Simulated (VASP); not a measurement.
```
CELL_PARAMETERS angstrom
      2.11650    -3.66588     0.00000
      2.11650     3.66588     0.00000
      0.00000     0.00000     6.99720
ATOMIC_POSITIONS crystal
  Mg 0.00000 0.00000 0.00000
  I  0.33333 0.66667 0.24200
  I  0.66667 0.33333 0.75800
```

These are PBE GGA, VASP's PBE PAW potentials (set 64) (plane waves; VASP) values and carry that method's errors. Numerical set-up: 400 eV cut-off, 6×6×3 Γ-centred mesh, Gaussian smearing of 0.050 eV, potentials Mg I.

**Question.** Which forces act on the atoms, in eV/Å?

**Answer.** 
```
atom     Fx     Fy      Fz
----  -----  -----  ------
Mg1   0.000  0.000   0.000
I2    0.000  0.000  -0.217
I3    0.000  0.000   0.217
```

**Question.** Give the stress tensor in GPa (positive for a compressed cell).

**Answer.** 
```
-0.55   0.00   0.00
 0.00  -0.55   0.00
 0.00   0.00  -0.22
```
The pressure is its mean diagonal, -0.44 GPa.

The compound is MgI2 in the 1T layered structure. The cell was not relaxed at this level.
